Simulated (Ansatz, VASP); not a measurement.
# NiF3: VASP beside Ansatz, part 2 of 2

Aim: how closely do two programs agree when they are given the same cell, functional and k mesh? The cell is taken from a series of runs on this material, whose earlier steps may have relaxed, scaled, displaced or heated it; both programs get it as it stands.

VASP 6.6.1 and Ansatz 0.2.0.

So far: The starting structure; VASP: single point, PBEsol.

### Step 3. Ansatz: single point, PBEsol

Level of this step: Ansatz beside VASP: Kohn-Sham DFT, plane waves, PBEsol (Ansatz).

Ansatz runs on its default PAW (the set named soft_2) files.

The same cell, functional, mesh and smearing now go to Ansatz, which takes its cutoff from its data sets.

input.yaml reads:

```yaml
crystal:
  lattice:
    - [4.09505735, -2.04752868, 2.04752868]
    - [-2.04752868, -2.04752868, -4.09505735]
    - [16.33393194, 16.33393194, -16.33393194]
  atoms:
    - { symbol: Ni, position: [0.3333333333, 0.6666666667, 0.3224606945] }
    - { symbol: Ni, position: [0.6666666667, 0.3333333333, 0.3224606945] }
    - { symbol: F, position: [0.3652212113, 0.0, 0.3568760208] }
    - { symbol: F, position: [0.0, 0.3652212113, 0.3568760208] }
    - { symbol: F, position: [0.6347787887, 0.6347787887, 0.3568760208] }
    - { symbol: F, position: [0.6347787887, 0.0, 0.2880453682] }
    - { symbol: F, position: [0.0, 0.6347787887, 0.2880453682] }
    - { symbol: F, position: [0.3652212113, 0.3652212113, 0.2880453682] }
  periodic: [true, true, false]
kpoints:
  mp_grid: { grid: [6, 6, 1] }
  band_path:
    path:
      - [0.0, 0.0, 0.0]
      - [0.5, 0.0, 0.0]
      - [0.33333333, 0.33333333, 0.0]
      - [0.0, 0.0, 0.0]
    npoints: 10
hamiltonian:
  xc: pbesol
scf:
  occupations: { method: gaussian, width: 0.08 }
  n_extra_bands: 24
  max_iter: 150
  lower_state_search: "off"
output:
  eigenvalues: true
  forces: true
  stress: true
  fatbands: true
  write_density: true
  write_potential: true
  elf: true
  volumetric_format: npy
```

Command:

```bash
$ ansatz run input.yaml --threads 4 --pin off --max-ram 14745MiB --backend cpu --events-out ev --progress --plain --runs-dir out
```

Numbers of over 12 decimals in the logs are rounded to 6 here.

The log of the run:

```text
Warning: crystal.periodic: the lattice vector that does not repeat stood 1e-7° off the slab's normal, 28.291 Å along it as the deck builds it. The run solves the slab on a vector along the normal, 28.291 Å long, with every atom where it was (on the deck's vector they left 26.34 Å outside them, and the widest stretch free of ions among them is 0.97 Å). A fractional position that the run reports is one of the run's cel [...]
crystal.periodic: the lattice vector that does not repeat stood 1e-7° off the slab's normal, 28.291 Å along it as the deck builds it. The run solves the slab on a vector along the normal, 28.291 Å long, with every atom where it was (on the deck's vector they left 26.34 Å outside them, and the widest stretch free of ions among them is 0.97 Å). A fractional position that the run reports is one of the run's cell, which  [...]
scf.n_extra_bands = 24 over 39 filled bands (N_el = 78.0): the run solves 63 bands
Engine: ansatz 0.2.0, aarch64-unknown-linux-gnu
Pseudopotentials: kind: paw
Pseudopotential: Ni, paw, valence charge 18, recommended cutoff 420 eV (normal), Ni.paw.azcp
Pseudopotential: F, paw, valence charge 7, recommended cutoff 420 eV (normal), F.paw.azcp
Functional definition: PBEsol
  exchange = pbesol_x
  correlation = pbesol_c
Crystal: 8 atoms, lattice volume = 616.302 Å³
Basis set: ecut = 420 eV, 12173 PW (Γ), exchange–correlation on 72×72×384 points (8 copies of the dense FFT grid, shifted against one another)
Bands: 63, of which v1, the nominal top of the filled ones, is band 39 counted from 1 (38 counted from 0)
Symmetry: 12 space group operations
Space group: P-31m (ITA 162), of the structure as read, at distance tolerance 8.5e-5 Å
k-points: 7 of 36
Non-local potential: Ni, projectors of the file, l = 0: 3, l = 1: 2, l = 2: 3, l = 3: 1
Non-local potential: F, projectors of the file, l = 0: 2, l = 1: 2, l = 2: 1
[...]
PAW frozen core: F, regenerated for the run's functional, and the local potential with it (the file was generated under x = pbe(κ = 0.804, μ = 0.219515), c = pbe(β = 0.066725))
PAW one-centre angular grid: Ni, 590 points (default); XC on 64 Gauss nodes
PAW one-centre angular grid: F, 110 points (default); XC on 64 Gauss nodes
Initial density: superposition of atomic densities (neutral atoms: chi_scale 0, normalization atom), corrected by the library's trained network
Initial wavefunctions: pseudopotential atomic-orbital guess
Functional: x = pbesol(κ = 0.804, μ = 0.123457), c = pbesol(β = 0.046)
SCF iter   1: F=—  HF=-16407.576710 eV  |F-HF|=—  |Δ(HF+E_count)|=         —  Δρ=7.48e-3  dr2=2.15e-1  ethr=1.77e-3  ⟨swp⟩=7.7  Hψ=2227  notcnv=0  defer=87
preconditioner: auto → LDOS  [metal: Δε(μ)=0.024 eV  Ē_g=17.040 eV  σ=0.080 eV  W_gap=0.16  n_scr=82 (ndim 8)  ℏωp=11.8 eV  f_vac=0.836  D(μ)=17.79/eV (n_scr^D=110)  β→1.0]
SCF iter   2: F=—  HF=-16407.539225 eV  |F-HF|=—  |Δ(HF+E_count)|=   3.75e-2  Δρ=6.31e-3  dr2=1.12e-1  ethr=2.76e-4  ⟨swp⟩=3.6  Hψ=905  notcnv=0  defer=100
SCF iter   3: F=—  HF=-16407.518972 eV  |F-HF|=—  |Δ(HF+E_count)|=   2.03e-2  Δρ=2.62e-3  dr2=3.32e-2  ethr=1.44e-4  ⟨swp⟩=3.3  Hψ=812  notcnv=0  defer=100
SCF iter   4: F=—  HF=-16407.527064 eV  |F-HF|=—  |Δ(HF+E_count)|=   8.09e-3  Δρ=2.71e-3  dr2=3.28e-2  ethr=4.25e-5  ⟨swp⟩=2.0  Hψ=427  notcnv=0  defer=100
SCF iter   5: F=—  HF=-16407.527635 eV  |F-HF|=—  |Δ(HF+E_count)|=   5.70e-4  Δρ=1.95e-3  dr2=1.56e-2  ethr=4.20e-5  ⟨swp⟩=2.1  Hψ=383  notcnv=0  defer=100
SCF iter   6: F=—  HF=-16407.527321 eV  |F-HF|=—  |Δ(HF+E_count)|=   3.14e-4  Δρ=7.80e-4  dr2=2.52e-3  ethr=2.00e-5  ⟨swp⟩=2.0  Hψ=450  notcnv=0  defer=100
SCF iter   7: F=—  HF=-16407.527798 eV  |F-HF|=—  |Δ(HF+E_count)|=   4.78e-4  Δρ=1.96e-4  dr2=3.53e-4  ethr=3.24e-6  ⟨swp⟩=2.3  Hψ=707  notcnv=0  defer=100
SCF iter   8: F=—  HF=-16407.528058 eV  |F-HF|=—  |Δ(HF+E_count)|=   2.60e-4  Δρ=2.24e-4  dr2=1.26e-4  ethr=4.52e-7  ⟨swp⟩=2.7  Hψ=732  notcnv=0  defer=100
SCF iter   9: F=—  HF=-16407.528025 eV  |F-HF|=—  |Δ(HF+E_count)|=   3.30e-5  Δρ=4.68e-5  dr2=6.62e-6  ethr=1.62e-7  ⟨swp⟩=2.9  Hψ=774  notcnv=0  defer=100
SCF iter  10: F=—  HF=-16407.528014 eV  |F-HF|=—  |Δ(HF+E_count)|=   1.15e-5  Δρ=3.36e-6  dr2=5.90e-8  ethr=1.28e-10  ⟨swp⟩=35.1  Hψ=6352  notcnv=0
SCF iter  11: F=-16407.528014 eV  HF=-16407.528014 eV  |F-HF|=2.23e-7  |Δ(HF+E_count)|=   5.43e-7  Δρ=1.01e-6  dr2=3.27e-9  ethr=7.56e-11  ⟨swp⟩=14.6  Hψ=3421  notcnv=0
SCF 1 converged in 11 iterations: F = -16407.528014 eV  dr2 = 3.27e-9
  greatest PAW one-centre occupation: 1.000 electrons in one spin orbital (limit 2), on the Ni atom at site 1 (counted from 0), in its partial waves of l = 1
NSCF: frozen V_eff on 31 k-points
WARN: The output density's exchange-correlation potential varies sharply where the density is thin. Do not read a vacuum level from v_tot or v_xc, or from such a field of the output density. On a cell that repeats whose density bears no net charge and no dipole along the vacuum's axis use v_es (v_loc + v_h of the components); under efield.dipole_correction with no amplitude use v_es + v_field, which holds any externa [...]
SCF converged after 11 iterations
Free energy (F): -16407.528014 eV
Harris-Foulkes:  -16407.528014 eV  (|F-HF|=2.23e-7)
Internal energy: -16407.469522 eV  (E = F + TS)
E sigma→0 (E₀):  -16407.498768 eV
Entropy (-TS):   -0.058493 eV (-7.312 meV/atom)
Fermi energy:    -7.636644 eV
--- Per-component energies (eV) ---
  E_band       = -2250.774276
  E_kinetic    = 1777.909769
  E_local      = -168252.588383  (includes V_loc(G=0)·N_el)
  E_nonlocal   = 1710.622049
  E_hartree    = 82371.993101
  E_xc         = -632.635206
  E_vxc        = -816.346173  (∫ρ·V_xc dr)
  E_paw        = -4337.051703  (= ΣΔE_a)
  E_vpaw       = -1414.366368  (= ΣTr[D̂ρ^β])
  E_aug_tail   = 0.011950  (compensation charges beyond the density's cutoff)
  E_ewald      = 70953.619668
  E_core_change = 0.649234  (= ΣΔE_core)
  E_smearing   = -0.058493  (= −TS)
  E_closure    = 0.000000  (closes the sum)
  Σ components = -16407.528014   (vs F -16407.528014, Δ=0.00e0)
--- Forces (eV/Å), atoms counted from 1 ---
  atom   1  Ni     0.00000000    -0.00000000     0.00000000
  atom   2  Ni    -0.00000000     0.00000000    -0.00000000
  atom   3  F      0.00260743     0.00395324    -0.00395324
  atom   4  F      0.00395324     0.00395324    -0.00260743
  atom   5  F      0.00395324     0.00260743    -0.00395324
  atom   6  F     -0.00260743    -0.00395324     0.00395324
  atom   7  F     -0.00395324    -0.00395324     0.00260743
  atom   8  F     -0.00395324    -0.00260743     0.00395324
  max |Σ_I F_I| component: 6.07e-18 eV/Å
--- 2D stress c σ (N/m, compression-positive) ---
       -0.001421       0.000711      -0.000711
        0.000711      -0.001421      -0.000711
       -0.000711      -0.000711      -0.001421
  P = ½ c Tr σ = -0.0021 N/m
--- Band table (eV; the first three rows and the last of 7) ---
  k-point 0: bands = [... 35 lower, -8.9104, -8.9104, -8.8074, -7.6093, -7.6093, -7.1308, -7.1308, -1.5747 (-1.5747°), ... 20 higher]
  k-point 1: bands = [... 35 lower, -8.8604, -8.8317, -8.8058, -7.6256, -7.6022, -7.2028, -7.1266, -1.2516 (-1.2516°), ... 20 higher]
  k-point 2: bands = [... 35 lower, -8.8666, -8.8000, -8.7130, -7.6551, -7.6315, -7.2834, -7.1238, -0.3795 (-0.3795°), ... 20 higher]
  k-point 6: bands = [... 35 lower, -8.9260, -8.9260, -8.7368, -7.7696, -7.4737, -7.4737, -7.0217, 1.3927 (1.3927°), ... 20 higher]
  ° read free of the cell's end (the report's vacuum.weakly_bound_levels)
```

In the SCF lines HF is the Harris–Foulkes energy and dr2 the Hartree energy of the density residual, in eV; the loop may stop once dr2 is under the threshold and the program's other checks hold. Hψ counts applications of the Hamiltonian.

### Step 4. Side by side

Known differences besides the potentials themselves: Ansatz cuts the interaction across the vacuum, VASP repeats the sheet with a dipole correction (LDIPOL); the data sets hold 78 valence electrons in Ansatz (on its default PAW (the set named soft_2) files) and 62 in VASP; the cutoff is 420 eV in Ansatz and 520 eV in VASP; Ansatz makes its cores anew for this functional, VASP keeps those of its PBE data sets. Total energies have different zeros and are not compared.

Forces (eV/Å; atoms numbered as in POSCAR):

| atom | Ansatz x, y, z | VASP x, y, z |
| --- | --- | --- |
| Ni1 | 0.000, 0.000, 0.000 | 0.000, 0.000, 0.000 |
| Ni2 | 0.000, 0.000, 0.000 | 0.000, 0.000, 0.000 |
| F3 | 0.003, 0.004, -0.004 | 0.002, 0.047, -0.047 |
| F4 | 0.004, 0.004, -0.003 | 0.047, 0.047, -0.002 |
| F5 | 0.004, 0.003, -0.004 | 0.047, 0.002, -0.047 |
| F6 | -0.003, -0.004, 0.004 | -0.002, -0.047, 0.047 |
| F7 | -0.004, -0.004, 0.003 | -0.047, -0.047, 0.002 |
| F8 | -0.004, -0.003, 0.004 | -0.047, -0.002, 0.047 |

The forces differ by 31 meV/Å r.m.s., where the r.m.s. force is 0.003 eV/Å in Ansatz and 0.033 eV/Å in VASP: the atoms lie near their places of rest in Ansatz, so a percentage would say little (all taken over all components). Where the cell holds vacuum, a pressure given here is an average over it and none of the material.

### Step 5. What the set-up changes

Further runs change the set-up of one program: Ansatz's method, potentials or start, or VASP's data sets, cutoff or form of LDA. The table gives that difference for each run.

| run | r.m.s. force difference (meV/Å) |
| --- | --- |
| as above | 31 |
| VASP with the data sets Ni_sv_GW and F | 25 |

### Step 6. Results

* r.m.s. force difference (single point, PBEsol): 31 meV/Å

In words: The r.m.s. force difference is 31 meV/Å (single point, PBEsol), beyond the 12 meV/Å picked in this series as the mark of a large difference. The data sets hold unlike numbers of valence electrons (78 in Ansatz and 62 in VASP), so part of the differences may come from the potentials. For single point, PBEsol, no further run moves any of the tabulated differences by more than a quarter of its size. Such differences can come from data sets, numerical settings and the points named under the comparisons, not from the functional's error against experiment.

[Lines on the potential files, build, host, timing and source positions are cut from VASP's logs without a mark.]

[Logs are printed without paths, hosts, clocks, repeated set-up lines and the standing remarks that a program may print on its own settings, such as how far it seeks lower states.]

[Hosts, paths, dates, database ids (printed as entryN), source tags and the programs' standing remarks are cut or masked in the printed files.]
